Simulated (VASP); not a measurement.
A cell of Pr (space group P6_3/mmc) near equilibrium:

```
CELL_PARAMETERS angstrom
      3.65406     0.00000     0.00000
     -1.82703     3.16451     0.00000
      0.00000     0.00000    11.78817
ATOMIC_POSITIONS crystal
  Pr 0.00000 0.00000 0.00000
  Pr 0.00000 0.00000 0.50000
  Pr 0.33333 0.66667 0.25000
  Pr 0.66667 0.33333 0.75000
```

Method: PBEsol GGA, VASP's PBE PAW potentials (set 64) (plane waves; VASP).

The 4f electrons are frozen in the core of the lanthanide potential, so 4f levels, which can set the real gap, and their magnetism are missing.

```
run               ΔE (meV/atom)   σxx   σyy    σzz  largest shear component, with its sign (GPa)  largest force (eV/Å)
----------------  -------------  ----  ----  -----  --------------------------------------------  --------------------
as it is                    0.0  0.16  0.16  -0.26                                          0.00                 0.000
after one change            3.3  0.14  0.15  -0.31                                          0.05                 0.128
```
Stress is in GPa, positive when the cell is compressed.

Problem. What was changed between the two runs?
A. biaxial strain of +2.0 % in the xy plane
B. isotropic strain of +3.0 %
C. atom 1 (Pr) moved by 0.200 Å along y
D. biaxial strain of -3.0 % in the xy plane

Solution. C, atom 1 (Pr) moved by 0.200 Å along y

The structure comes from a computed database's Pr entry (P6_3/mmc); how it stands against other phases isn't given here.
